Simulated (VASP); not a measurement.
Data:

```
ZrO2
1.0
    0.00000     2.55920     2.55920
    2.55920     0.00000     2.55920
    2.55920     2.55920     0.00000
Zr O
1 2
Direct
  0.00000   0.00000   0.00000
  0.25000   0.25000   0.25000
  0.75000   0.75000   0.75000
```

Level of theory: PBE GGA, VASP's PBE PAW potentials (set 64) (plane waves; VASP 6.6.1). Numerical set-up: 520 eV cut-off, 7×7×7 Γ-centred mesh, Gaussian smearing of 0.050 eV, potentials Zr_sv O.

Problem. Predict the energy per atom (σ→0).

Solution. 
```
Item                           Result
---------------------  --------------
energy per atom (σ→0)  -9.523 eV/atom
```

The compound is ZrO2 in the fluorite structure, the high-temperature cubic form, which is unstable at 0 K; the monoclinic form is the stable one. It was relaxed first. The start is the result of an earlier pass.
